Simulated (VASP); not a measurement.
# Gap of Te2Mo, level by level

How far up the ladder of functionals must one climb to get the gap of Te2Mo right? The levels: LDA, PBE, r2SCAN, TB-mBJ, TPSS, SCAN, HSE06, B3LYP, HSE03, PBE + SOC and TB-mBJ + SOC. The start is a cell from a database of measured crystal structures.

Program: VASP 6.6.1. Level of theory: LDA; plane waves and PAW (Te, Mo_sv), in the first sound run; inputs show where later runs differ. Results are calculated unless marked as measured.

**Measured values to reproduce.**

For MoTe2, 2H (alpha) (um-thick flakes cleaved in ultrahigh vacuum, 77 K), “Surface transport and band gap structure of exfoliated 2H-MoTe2 crystals” (2014, arxiv:1407.1219) gives, by scanning tunneling spectroscopy: band gap (smallest (indirect) quasiparticle gap from STS band onsets) 0.96 ± 0.02 eV [Surface tunneling gap from averaged dI/dV curve, with band onsets linearly extrapolated …].

Report form: the programs' logs are mostly left out.

## Step 1: Starting point

The structure is hexagonal, space group P6_3/mmc (No. 194). The conventional cell has a = 3.518 Å, b = 3.518 Å, c = 13.974 Å, α = 90.00°, β = 90.00°, γ = 120.00°. Nearest to Te lie 3 Mo at 2.72 Å. Mo has 6 Te at 2.72 Å nearest. Farther neighbours and most contacts between anions are not listed.

## Step 2: Bands with LDA, k 5×5×1

Levels along the symmetry lines show where the bands peak and cross; KPOINTS_OPT computes them in the converged potential. LDA, the lowest rung, knows the local density alone.

INCAR reads:

```
SYSTEM = Te2Mo
PREC = Accurate
ENCUT = 400
EDIFF = 1E-06
NELM = 100
ISMEAR = 0
SIGMA = 0.02
LREAL = .FALSE.
ALGO = Normal
GGA = CA
NBANDS = 42
LASPH = .TRUE.
LORBIT = 11
LWAVE = .FALSE.
LCHARG = .FALSE.
KPAR = 2
NCORE = 4
```

POSCAR reads:

```
Te2Mo
1.0
    3.5182000000      0.0000000000      0.0000000000
   -1.7591000000      3.0468505756      0.0000000000
    0.0000000000      0.0000000000     13.9736000000
Te Mo
4 2
Direct
    0.3333333333      0.6666666667      0.6210000000
    0.6666666667      0.3333333333      0.1210000000
    0.3333333333      0.6666666667      0.8790000000
    0.6666666667      0.3333333333      0.3790000000
    0.3333333333      0.6666666667      0.2500000000
    0.6666666667      0.3333333333      0.7500000000
```

KPOINTS reads:

```
Automatic mesh
0
Gamma
5 5 1
0 0 0
```

KPOINTS_OPT reads:

```
Line mode
16
Line-mode
Reciprocal
  0.00000000   0.00000000   0.00000000 GAMMA
  0.50000000   0.00000000   0.00000000 M

  0.50000000   0.00000000   0.00000000 M
  0.33333333   0.33333333   0.00000000 K

  0.33333333   0.33333333   0.00000000 K
  0.00000000   0.00000000   0.00000000 GAMMA

  0.00000000   0.00000000   0.00000000 GAMMA
  0.00000000   0.00000000   0.50000000 A

  0.00000000   0.00000000   0.50000000 A
  0.50000000   0.00000000   0.50000000 L

  0.50000000   0.00000000   0.50000000 L
  0.33333333   0.33333333   0.50000000 H

  0.33333333   0.33333333   0.50000000 H
  0.00000000   0.00000000   0.50000000 A

  0.50000000   0.00000000   0.50000000 L
  0.50000000   0.00000000   0.00000000 M

  0.33333333   0.33333333   0.00000000 K
  0.33333333   0.33333333   0.50000000 H
```

Potentials, in the order of the species: Te and Mo_sv (PBE family, release 64).

Run with:

```console
> mpirun -np 8 vasp_std
```

Wall time 34 s (8 MPI ranks of Intel Xeon 6975P-C (Granite Rapids), shared host); peak memory 1.2 GiB.

Spin-orbit coupling is off here; with elements this heavy it splits and shifts levels by tenths of an eV or more. The PAW data sets were made with PBE, though LDA sets exist; this is a small mismatch. At this level the cell is under a tension of 2.4 GPa, so at these settings it is away from equilibrium.

This step gave:

| Item | Value |
| --- | --- |
| SCF cycles | 15 |
| electrons | 52 |
| bands | 42 |
| irreducible k-points | 5 |
| symmetry operations | 24 |
| free energy (TOTEN) | -41.29 eV |
| Fermi energy | 8.012 eV |
| pressure | -2.418 GPa |
| metallic | no |
| least gap on mesh and path | 0.6704 eV |
| least direct gap on mesh and path | 1.033 eV |
| valence top at k | 0, 0, 0 |
| conduction bottom at k | 0.2, 0.2, 0 |
| least direct gap at k | 0.3333, 0.3333, 0 |

The electronic bands at the labelled points (eV, zero at the valence-band top; v1 is the highest filled band, c1 the lowest empty one):

```tsv
point	v4	v3	v2	v1	c1	c2	c3	c4
Γ	-1.03	-1.03	-0.30	0.00	2.89	2.89	3.03	3.03
0.53 of the way	-1.15	-1.09	-0.98	-0.92	1.10	1.73	1.77	1.93
M	-1.01	-0.96	-0.61	-0.31	1.24	1.30	1.42	1.76
0.53 of the way	-1.93	-1.62	-0.53	-0.28	1.14	1.26	1.69	1.78
K	-1.82	-1.82	-0.34	-0.10	0.93	0.93	1.13	2.16
0.53 of the way	-1.07	-0.90	-0.72	-0.68	0.89	1.57	1.63	1.63
Γ	-1.03	-1.03	-0.30	0.00	2.89	2.89	3.03	3.03
0.47 of the way	-1.04	-1.04	-0.21	-0.01	2.90	2.90	2.98	2.98
A	-1.05	-1.05	-0.08	-0.08	2.93	2.93	2.93	2.93
0.47 of the way	-1.27	-1.27	-0.80	-0.80	1.50	1.50	2.09	2.09
L	-0.97	-0.97	-0.46	-0.46	1.26	1.26	1.61	1.61
0.53 of the way	-1.88	-1.88	-0.40	-0.40	1.22	1.22	1.80	1.80
H	-1.98	-1.98	-0.24	-0.24	0.94	0.94	1.60	1.60
0.53 of the way	-1.03	-1.03	-0.74	-0.74	1.17	1.17	1.76	1.76
A	-1.05	-1.05	-0.08	-0.08	2.93	2.93	2.93	2.93
jump to L	-0.97	-0.97	-0.46	-0.46	1.26	1.26	1.61	1.61
0.47 of the way	-0.99	-0.96	-0.56	-0.36	1.25	1.29	1.49	1.71
M	-1.01	-0.96	-0.61	-0.31	1.24	1.30	1.42	1.76
jump to K	-1.82	-1.82	-0.34	-0.10	0.93	0.93	1.13	2.16
0.53 of the way	-1.90	-1.90	-0.31	-0.15	0.94	0.94	1.28	1.95
H	-1.98	-1.98	-0.24	-0.24	0.94	0.94	1.60	1.60
```

Of the projections kept (Te, Mo), the largest for each band there; the rest of the weight can lie on other orbitals:

```tsv
point	v4	v3	v2	v1	c1	c2	c3	c4
Γ	Mo 0.78	Mo 0.78	Te 0.94	Mo 0.78	Te 0.72	Te 0.72	Te 0.75	Te 0.75
M	Mo 0.65	Mo 0.79	Te 0.81	Te 0.75	Mo 0.95	Mo 0.93	Mo 0.93	Mo 0.93
K	Te 0.56	Te 0.56	Mo 0.90	Mo 0.87	Mo 0.94	Mo 0.94	Mo 0.80	Mo 0.76
Γ	Mo 0.78	Mo 0.78	Te 0.94	Mo 0.78	Te 0.72	Te 0.72	Te 0.75	Te 0.75
A	Mo 0.78	Mo 0.78	Mo 0.65	Mo 0.65	Te 0.73	Te 0.73	Te 0.73	Te 0.73
L	Mo 0.72	Mo 0.72	Te 0.78	Te 0.78	Mo 0.94	Mo 0.94	Mo 0.93	Mo 0.93
```

Force by atom:

```tsv
atom	x (eV/Å)	y (eV/Å)	z (eV/Å)	size
Te1	0.000	0.000	0.242	0.242
Te2	0.000	0.000	0.242	0.242
Te3	0.000	0.000	-0.242	0.242
Te4	0.000	0.000	-0.242	0.242
Mo5	0.000	0.000	0.000	0.000
Mo6	0.000	0.000	0.000	0.000
```

The gap is 0.67 eV, indirect, from Γ to a point between the labelled ones.

## Step 3: Bands with PBE, k 5×5×1

This step: PBE; plane waves and PAW (Te, Mo_sv) (VASP 6.6.1).

PBE, the usual starting point, adds the gradient of the density.

INCAR: that of step 2 with these lines changed.

```diff
@@ -9,3 +9,3 @@
 ALGO = Normal
-GGA = CA
+GGA = PE
 NBANDS = 42
```

POSCAR is that of step 2.

KPOINTS is that of step 2.

KPOINTS_OPT is that of step 2.

Run with:

```console
> mpirun -np 8 vasp_std
```

Run time: 29 s. Hardware: 8 MPI ranks; peak memory 1.2 GiB.

At this level the cell is under a pressure of 3.0 GPa, so at these settings it is away from equilibrium.

Numbers from this step:

```
SCF cycles                        : 14
free energy (TOTEN)               : -35.93 eV
Fermi energy                      : 8.288 eV
pressure                          : 2.954 GPa
least gap on mesh and path        : 0.7049 eV
least direct gap on mesh and path : 1.039 eV
```

Electronic bands along the path, in eV, zero at the valence-band top; v1 is the highest filled band, c1 the lowest empty one:

```tsv
point	v4	v3	v2	v1	c1	c2	c3	c4
Γ	-1.02	-1.02	-0.32	0.00	2.91	2.91	3.04	3.04
0.53 of the way	-1.14	-1.08	-0.97	-0.93	1.13	1.75	1.78	1.96
M	-1.01	-0.96	-0.60	-0.32	1.26	1.32	1.45	1.78
0.53 of the way	-1.93	-1.63	-0.51	-0.26	1.16	1.29	1.71	1.80
K	-1.83	-1.83	-0.32	-0.08	0.96	0.96	1.16	2.17
0.53 of the way	-1.08	-0.88	-0.71	-0.69	0.92	1.60	1.65	1.65
Γ	-1.02	-1.02	-0.32	0.00	2.91	2.91	3.04	3.04
0.47 of the way	-1.03	-1.03	-0.22	-0.02	2.91	2.91	3.00	3.00
A	-1.04	-1.04	-0.08	-0.08	2.94	2.94	2.94	2.94
0.47 of the way	-1.26	-1.26	-0.80	-0.80	1.52	1.52	2.10	2.10
L	-0.97	-0.97	-0.46	-0.46	1.28	1.28	1.64	1.64
0.53 of the way	-1.89	-1.89	-0.38	-0.38	1.24	1.24	1.82	1.82
H	-1.99	-1.99	-0.22	-0.22	0.97	0.97	1.62	1.62
0.53 of the way	-1.04	-1.04	-0.73	-0.73	1.20	1.20	1.78	1.78
A	-1.04	-1.04	-0.08	-0.08	2.94	2.94	2.94	2.94
jump to L	-0.97	-0.97	-0.46	-0.46	1.28	1.28	1.64	1.64
0.47 of the way	-0.99	-0.96	-0.56	-0.36	1.27	1.30	1.52	1.74
M	-1.01	-0.96	-0.60	-0.32	1.26	1.32	1.45	1.78
jump to K	-1.83	-1.83	-0.32	-0.08	0.96	0.96	1.16	2.17
0.53 of the way	-1.91	-1.91	-0.29	-0.13	0.97	0.97	1.31	1.97
H	-1.99	-1.99	-0.22	-0.22	0.97	0.97	1.62	1.62
```

Of the projections kept (Te, Mo), the largest for each band there; the rest of the weight can lie on other orbitals:

```tsv
point	v4	v3	v2	v1	c1	c2	c3	c4
Γ	Mo 0.78	Mo 0.78	Te 0.94	Mo 0.78	Te 0.72	Te 0.72	Te 0.75	Te 0.75
M	Mo 0.66	Mo 0.79	Te 0.81	Te 0.75	Mo 0.95	Mo 0.93	Mo 0.93	Mo 0.93
K	Te 0.56	Te 0.56	Mo 0.90	Mo 0.87	Mo 0.94	Mo 0.94	Mo 0.80	Mo 0.76
Γ	Mo 0.78	Mo 0.78	Te 0.94	Mo 0.78	Te 0.72	Te 0.72	Te 0.75	Te 0.75
A	Mo 0.78	Mo 0.78	Mo 0.65	Mo 0.65	Te 0.73	Te 0.73	Te 0.73	Te 0.73
L	Mo 0.73	Mo 0.73	Te 0.78	Te 0.78	Mo 0.94	Mo 0.94	Mo 0.93	Mo 0.93
```

Force by atom:

```tsv
atom	x (eV/Å)	y (eV/Å)	z (eV/Å)	size
Te1	0.000	0.000	-0.149	0.149
Te2	0.000	0.000	-0.149	0.149
Te3	0.000	0.000	0.149	0.149
Te4	0.000	0.000	0.149	0.149
Mo5	0.000	0.000	0.000	0.000
Mo6	0.000	0.000	0.000	0.000
```

The gap is 0.70 eV, indirect, from Γ to a point between the labelled ones. Against LDA that is +0.03 eV; the cost is about the same.

## Step 4: Bands with r2SCAN, k 5×5×1

This step: r2SCAN; plane waves and PAW (Te, Mo_sv) (VASP 6.6.1).

r2SCAN adds the kinetic-energy density, costs more than a GGA and is run with LASPH.

INCAR: that of step 3 with these lines changed.

```diff
@@ -9,5 +9,5 @@
 ALGO = Normal
-GGA = PE
+METAGGA = R2SCAN
+LASPH = .TRUE.
 NBANDS = 42
-LASPH = .TRUE.
 LORBIT = 11
```

POSCAR is that of step 3.

KPOINTS is that of step 3.

KPOINTS_OPT is that of step 3.

Run with:

```console
> mpirun -np 8 vasp_std
```

Elapsed: 77 s, on 8 MPI ranks; peak memory 1.3 GiB; 9.1 min of CPU time.

The PAW data sets were made with PBE, which is usual practice but a small mismatch for other functionals. At this level the cell is under a pressure of 2.4 GPa, so at these settings it is away from equilibrium.

The electronic bands at the labelled points (eV, zero at the valence-band top; v1 is the highest filled band, c1 the lowest empty one):

```tsv
point	v4	v3	v2	v1	c1	c2	c3	c4
Γ	-1.12	-1.08	-0.42	0.00	3.02	3.02	3.15	3.15
0.53 of the way	-1.18	-1.18	-1.04	-1.01	1.26	1.86	1.86	2.15
M	-1.06	-1.00	-0.72	-0.42	1.34	1.41	1.58	1.90
0.53 of the way	-2.08	-1.79	-0.52	-0.29	1.26	1.39	1.84	1.92
K	-1.99	-1.99	-0.31	-0.08	1.05	1.05	1.28	2.29
0.53 of the way	-1.20	-0.93	-0.80	-0.76	1.03	1.75	1.76	1.76
Γ	-1.12	-1.08	-0.42	0.00	3.02	3.02	3.15	3.15
0.47 of the way	-1.12	-1.12	-0.28	-0.02	3.03	3.03	3.11	3.11
A	-1.14	-1.14	-0.10	-0.10	3.06	3.06	3.06	3.06
0.47 of the way	-1.37	-1.37	-0.84	-0.84	1.65	1.65	2.19	2.19
L	-1.01	-1.01	-0.57	-0.57	1.37	1.37	1.76	1.76
0.53 of the way	-2.04	-2.04	-0.40	-0.40	1.34	1.34	1.95	1.95
H	-2.15	-2.15	-0.21	-0.21	1.06	1.06	1.74	1.74
0.53 of the way	-1.14	-1.14	-0.79	-0.79	1.31	1.31	1.89	1.89
A	-1.14	-1.14	-0.10	-0.10	3.06	3.06	3.06	3.06
jump to L	-1.01	-1.01	-0.57	-0.57	1.37	1.37	1.76	1.76
0.47 of the way	-1.04	-1.01	-0.67	-0.47	1.35	1.39	1.64	1.86
M	-1.06	-1.00	-0.72	-0.42	1.34	1.41	1.58	1.90
jump to K	-1.99	-1.99	-0.31	-0.08	1.05	1.05	1.28	2.29
0.53 of the way	-2.07	-2.07	-0.28	-0.13	1.05	1.05	1.43	2.09
H	-2.15	-2.15	-0.21	-0.21	1.06	1.06	1.74	1.74
```

Of the projections kept (Te, Mo), the largest for each band there; the rest of the weight can lie on other orbitals:

```tsv
point	v4	v3	v2	v1	c1	c2	c3	c4
Γ	Mo 0.77	Mo 0.90	Te 0.94	Mo 0.78	Te 0.71	Te 0.71	Te 0.74	Te 0.74
M	Mo 0.67	Mo 0.79	Te 0.81	Te 0.76	Mo 0.95	Mo 0.93	Mo 0.93	Mo 0.92
K	Te 0.57	Te 0.57	Mo 0.90	Mo 0.87	Mo 0.94	Mo 0.94	Mo 0.79	Mo 0.76
Γ	Mo 0.77	Mo 0.90	Te 0.94	Mo 0.78	Te 0.71	Te 0.71	Te 0.74	Te 0.74
A	Mo 0.77	Mo 0.77	Mo 0.66	Mo 0.66	Te 0.72	Te 0.72	Te 0.72	Te 0.72
L	Mo 0.74	Mo 0.74	Te 0.78	Te 0.78	Mo 0.94	Mo 0.94	Mo 0.93	Mo 0.93
```

The gap is 0.81 eV, indirect, from Γ to a point between the labelled ones. Against LDA that is +0.14 eV; this run took 2.3 times the core time.

## Step 5: Bands with TB-mBJ, k 5×5×1

This step: TB-mBJ; plane waves and PAW (Te, Mo_sv) (VASP 6.6.1).

TB-mBJ is a local potential fitted to gaps: it costs far less than a hybrid but gives no energy.

INCAR: that of step 4 with these lines changed.

```diff
@@ -4,3 +4,3 @@
 EDIFF = 1E-06
-NELM = 100
+NELM = 150
 ISMEAR = 0
@@ -9,3 +9,3 @@
 ALGO = Normal
-METAGGA = R2SCAN
+METAGGA = MBJ
 LASPH = .TRUE.
```

POSCAR is that of step 4.

KPOINTS is that of step 4.

KPOINTS_OPT is that of step 4.

Run with:

```console
> mpirun -np 8 vasp_std
```

Elapsed: 49 s, on 8 MPI ranks; peak memory 1.3 GiB.

This functional is a potential without an energy, so its energies, forces and stress mean nothing and are not read.

The electronic bands at the labelled points (eV, zero at the valence-band top; v1 is the highest filled band, c1 the lowest empty one):

```tsv
point	v4	v3	v2	v1	c1	c2	c3	c4
Γ	-1.08	-0.99	-0.41	0.00	2.88	2.88	3.01	3.01
0.53 of the way	-1.10	-1.08	-1.01	-0.92	1.22	1.78	1.78	2.03
M	-0.92	-0.89	-0.65	-0.38	1.28	1.34	1.52	1.82
0.53 of the way	-2.00	-1.70	-0.43	-0.23	1.21	1.33	1.80	1.85
K	-1.91	-1.91	-0.23	-0.04	1.02	1.02	1.28	2.19
0.53 of the way	-1.13	-0.85	-0.77	-0.71	1.02	1.68	1.68	1.68
Γ	-1.08	-0.99	-0.41	0.00	2.88	2.88	3.01	3.01
0.47 of the way	-1.08	-1.08	-0.27	-0.02	2.89	2.89	2.97	2.97
A	-1.10	-1.10	-0.10	-0.10	2.92	2.92	2.92	2.92
0.47 of the way	-1.27	-1.27	-0.78	-0.78	1.58	1.58	2.09	2.09
L	-0.89	-0.89	-0.52	-0.52	1.31	1.31	1.69	1.69
0.53 of the way	-1.95	-1.95	-0.33	-0.33	1.28	1.28	1.87	1.87
H	-2.07	-2.07	-0.15	-0.15	1.03	1.03	1.70	1.70
0.53 of the way	-1.07	-1.07	-0.74	-0.74	1.27	1.27	1.80	1.80
A	-1.10	-1.10	-0.10	-0.10	2.92	2.92	2.92	2.92
jump to L	-0.89	-0.89	-0.52	-0.52	1.31	1.31	1.69	1.69
0.47 of the way	-0.90	-0.89	-0.61	-0.43	1.29	1.33	1.58	1.78
M	-0.92	-0.89	-0.65	-0.38	1.28	1.34	1.52	1.82
jump to K	-1.91	-1.91	-0.23	-0.04	1.02	1.02	1.28	2.19
0.53 of the way	-1.99	-1.99	-0.20	-0.08	1.03	1.03	1.41	2.01
H	-2.07	-2.07	-0.15	-0.15	1.03	1.03	1.70	1.70
```

Of the projections kept (Te, Mo), the largest for each band there; the rest of the weight can lie on other orbitals:

```tsv
point	v4	v3	v2	v1	c1	c2	c3	c4
Γ	Mo 0.77	Mo 0.90	Te 0.94	Mo 0.78	Te 0.71	Te 0.71	Te 0.74	Te 0.74
M	Mo 0.67	Mo 0.79	Te 0.80	Te 0.75	Mo 0.95	Mo 0.92	Mo 0.93	Mo 0.92
K	Te 0.58	Te 0.58	Mo 0.90	Mo 0.88	Mo 0.94	Mo 0.94	Mo 0.78	Mo 0.75
Γ	Mo 0.77	Mo 0.90	Te 0.94	Mo 0.78	Te 0.71	Te 0.71	Te 0.74	Te 0.74
A	Mo 0.77	Mo 0.77	Mo 0.66	Mo 0.66	Te 0.72	Te 0.72	Te 0.72	Te 0.72
L	Mo 0.74	Mo 0.74	Te 0.78	Te 0.78	Mo 0.94	Mo 0.94	Mo 0.92	Mo 0.92
```

The gap is 0.82 eV, indirect, from Γ to a point between the labelled ones. Against LDA that is +0.15 eV; this run took 1.4 times the core time.

## Step 6: Bands with TPSS, k 5×5×1

This step: TPSS; plane waves and PAW (Te, Mo_sv) (VASP 6.6.1).

TPSS is an older meta-GGA.

INCAR: that of step 5 with these lines changed.

```diff
@@ -4,3 +4,3 @@
 EDIFF = 1E-06
-NELM = 150
+NELM = 100
 ISMEAR = 0
@@ -9,3 +9,3 @@
 ALGO = Normal
-METAGGA = MBJ
+METAGGA = TPSS
 LASPH = .TRUE.
```

POSCAR is that of step 5.

KPOINTS is that of step 5.

KPOINTS_OPT is that of step 5.

Run with:

```console
> mpirun -np 8 vasp_std
```

It took 75 s on 8 MPI ranks; peak memory 1.3 GiB; 9.8 min of CPU time.

The electronic bands at the labelled points (eV, zero at the valence-band top; v1 is the highest filled band, c1 the lowest empty one):

```tsv
point	v4	v3	v2	v1	c1	c2	c3	c4
Γ	-1.02	-1.02	-0.34	0.00	2.92	2.92	3.05	3.05
0.53 of the way	-1.17	-1.10	-1.00	-0.95	1.12	1.75	1.78	1.98
M	-1.07	-1.00	-0.62	-0.33	1.25	1.31	1.43	1.77
0.53 of the way	-1.96	-1.65	-0.55	-0.29	1.15	1.27	1.71	1.79
K	-1.85	-1.85	-0.36	-0.11	0.94	0.94	1.14	2.18
0.53 of the way	-1.09	-0.91	-0.73	-0.71	0.91	1.62	1.65	1.66
Γ	-1.02	-1.02	-0.34	0.00	2.92	2.92	3.05	3.05
0.47 of the way	-1.03	-1.03	-0.23	-0.02	2.92	2.92	3.01	3.01
A	-1.04	-1.04	-0.09	-0.09	2.96	2.96	2.96	2.96
0.47 of the way	-1.29	-1.29	-0.82	-0.82	1.52	1.52	2.11	2.11
L	-1.02	-1.02	-0.48	-0.48	1.27	1.27	1.62	1.62
0.53 of the way	-1.91	-1.91	-0.42	-0.42	1.23	1.23	1.81	1.81
H	-2.01	-2.01	-0.26	-0.26	0.95	0.95	1.62	1.62
0.53 of the way	-1.06	-1.06	-0.75	-0.75	1.20	1.20	1.78	1.78
A	-1.04	-1.04	-0.09	-0.09	2.96	2.96	2.96	2.96
jump to L	-1.02	-1.02	-0.48	-0.48	1.27	1.27	1.62	1.62
0.47 of the way	-1.05	-1.01	-0.57	-0.38	1.26	1.29	1.50	1.72
M	-1.07	-1.00	-0.62	-0.33	1.25	1.31	1.43	1.77
jump to K	-1.85	-1.85	-0.36	-0.11	0.94	0.94	1.14	2.18
0.53 of the way	-1.93	-1.93	-0.33	-0.16	0.94	0.94	1.30	1.97
H	-2.01	-2.01	-0.26	-0.26	0.95	0.95	1.62	1.62
```

Of the projections kept (Te, Mo), the largest for each band there; the rest of the weight can lie on other orbitals:

```tsv
point	v4	v3	v2	v1	c1	c2	c3	c4
Γ	Mo 0.78	Mo 0.78	Te 0.94	Mo 0.78	Te 0.72	Te 0.72	Te 0.75	Te 0.75
M	Mo 0.66	Mo 0.79	Te 0.81	Te 0.76	Mo 0.95	Mo 0.93	Mo 0.93	Mo 0.93
K	Te 0.56	Te 0.56	Mo 0.89	Mo 0.86	Mo 0.94	Mo 0.94	Mo 0.80	Mo 0.77
Γ	Mo 0.78	Mo 0.78	Te 0.94	Mo 0.78	Te 0.72	Te 0.72	Te 0.75	Te 0.75
A	Mo 0.78	Mo 0.78	Mo 0.65	Mo 0.65	Te 0.73	Te 0.73	Te 0.73	Te 0.73
L	Mo 0.73	Mo 0.73	Te 0.78	Te 0.78	Mo 0.94	Mo 0.94	Mo 0.93	Mo 0.93
```

The gap is 0.68 eV, indirect, from Γ to a point between the labelled ones. Against LDA that is +0.01 eV; this run took 2.2 times the core time.

## Step 7: Bands with SCAN, k 5×5×1

This step: SCAN; plane waves and PAW (Te, Mo_sv) (VASP 6.6.1).

SCAN adds the kinetic-energy density; it is numerically more delicate than r2SCAN.

INCAR: that of step 6 with these lines changed.

```diff
@@ -9,3 +9,3 @@
 ALGO = Normal
-METAGGA = TPSS
+METAGGA = SCAN
 LASPH = .TRUE.
```

POSCAR is that of step 6.

KPOINTS is that of step 6.

KPOINTS_OPT is that of step 6.

Run with:

```console
> mpirun -np 8 vasp_std
```

Elapsed: 77 s, on 8 MPI ranks; peak memory 1.3 GiB; 9.4 min of CPU time.

The electronic bands at the labelled points (eV, zero at the valence-band top; v1 is the highest filled band, c1 the lowest empty one):

```tsv
point	v4	v3	v2	v1	c1	c2	c3	c4
Γ	-1.02	-1.02	-0.33	0.00	3.12	3.12	3.26	3.26
0.53 of the way	-1.13	-1.04	-1.00	-0.98	1.30	1.91	1.95	2.13
M	-1.07	-1.01	-0.56	-0.26	1.44	1.50	1.65	2.00
0.53 of the way	-2.01	-1.71	-0.47	-0.20	1.35	1.48	1.86	1.99
K	-1.91	-1.91	-0.25	0.00	1.14	1.14	1.30	2.33
0.53 of the way	-1.10	-0.87	-0.73	-0.69	1.07	1.75	1.81	1.84
Γ	-1.02	-1.02	-0.33	0.00	3.12	3.12	3.26	3.26
0.47 of the way	-1.02	-1.02	-0.23	-0.02	3.13	3.13	3.21	3.21
A	-1.04	-1.04	-0.09	-0.09	3.16	3.16	3.16	3.16
0.47 of the way	-1.23	-1.23	-0.82	-0.82	1.69	1.69	2.28	2.28
L	-1.02	-1.02	-0.41	-0.41	1.47	1.47	1.84	1.84
0.53 of the way	-1.97	-1.97	-0.33	-0.33	1.43	1.43	2.01	2.01
H	-2.08	-2.08	-0.15	-0.15	1.14	1.14	1.77	1.77
0.53 of the way	-1.06	-1.06	-0.72	-0.72	1.34	1.34	1.96	1.96
A	-1.04	-1.04	-0.09	-0.09	3.16	3.16	3.16	3.16
jump to L	-1.02	-1.02	-0.41	-0.41	1.47	1.47	1.84	1.84
0.47 of the way	-1.05	-1.01	-0.51	-0.31	1.45	1.49	1.71	1.95
M	-1.07	-1.01	-0.56	-0.26	1.44	1.50	1.65	2.00
jump to K	-1.91	-1.91	-0.25	0.00	1.14	1.14	1.30	2.33
0.53 of the way	-2.00	-2.00	-0.22	-0.06	1.14	1.14	1.46	2.12
H	-2.08	-2.08	-0.15	-0.15	1.14	1.14	1.77	1.77
```

Of the projections kept (Te, Mo), the largest for each band there; the rest of the weight can lie on other orbitals:

```tsv
point	v4	v3	v2	v1	c1	c2	c3	c4
Γ	Mo 0.79	Mo 0.79	Te 0.94	Mo 0.78	Te 0.73	Te 0.73	Te 0.76	Te 0.76
M	Mo 0.67	Mo 0.79	Te 0.81	Te 0.75	Mo 0.95	Mo 0.93	Mo 0.92	Mo 0.92
K	Te 0.56	Te 0.56	Mo 0.89	Mo 0.86	Mo 0.94	Mo 0.94	Mo 0.80	Mo 0.76
Γ	Mo 0.79	Mo 0.79	Te 0.94	Mo 0.78	Te 0.73	Te 0.73	Te 0.76	Te 0.76
A	Mo 0.78	Mo 0.78	Mo 0.65	Mo 0.65	Te 0.74	Te 0.74	Te 0.74	Te 0.74
L	Mo 0.73	Mo 0.73	Te 0.78	Te 0.78	Mo 0.94	Mo 0.94	Mo 0.92	Mo 0.92
```

The gap is 0.84 eV, indirect, from K to a point between the labelled ones. Against LDA that is +0.17 eV; this run took 2.3 times the core time.

## Step 8: Starting orbitals for the hybrid

This step: PBE; plane waves and PAW (Te, Mo_sv) (VASP 6.6.1).

A hybrid converges badly from random orbitals, so a cheap semilocal run writes a WAVECAR on the same mesh first.

INCAR reads:

```
SYSTEM = Te2Mo
PREC = Accurate
ENCUT = 400
EDIFF = 1E-05
NELM = 100
ISMEAR = 0
SIGMA = 0.02
LREAL = .FALSE.
ALGO = Normal
GGA = PE
NBANDS = 32
LASPH = .TRUE.
LORBIT = 11
LWAVE = .TRUE.
LCHARG = .FALSE.
KPAR = 2
NCORE = 4
```

POSCAR is that of step 7.

KPOINTS is that of step 7.

Run with:

```console
> mpirun -np 8 vasp_std
```

Elapsed: 4.8 s, on 8 MPI ranks; peak memory 1.1 GiB; 24 s of CPU time.

The gap is read on the k-mesh alone, so it is an upper bound where the band edges lie off the mesh. At this level the cell is under a pressure of 2.9 GPa, so at these settings it is away from equilibrium.

A gap read on the k-mesh alone can miss the band edges.

Numbers from this step:

```yaml
scf_cycles: 14
bands: 32
free_energy_toten: -35.93 eV
fermi_energy: 8.301 eV
pressure: 2.912 GPa
valence_top_at_k: 0, 0, 0
least_direct_gap_at_k: 0.2, 0.2, 0
gap_on_the_k_mesh: 0.7050 eV
least_direct_gap_on_the_k_mesh: 1.284 eV
```

Force by atom:

```tsv
atom	x (eV/Å)	y (eV/Å)	z (eV/Å)	size
Te1	0.000	0.000	-0.150	0.150
Te2	0.000	0.000	-0.150	0.150
Te3	0.000	0.000	0.150	0.150
Te4	0.000	0.000	0.150	0.150
Mo5	0.000	0.000	0.000	0.000
Mo6	0.000	0.000	0.000	0.000
```

(Continued in part 2 of 2.)

[Lines on the potential files, build, host, timing and source positions are cut from VASP's logs without a mark.]

[Logs are printed without paths, hosts, clocks, repeated set-up lines and the standing remarks that a program may print on its own settings, such as how far it seeks lower states.]

[Hosts, paths, dates, database ids (printed as entryN), source tags and the programs' standing remarks are cut or masked in the printed files.]

[A measured line is paired with the nearest computed mode of its activity, which favours agreement.]
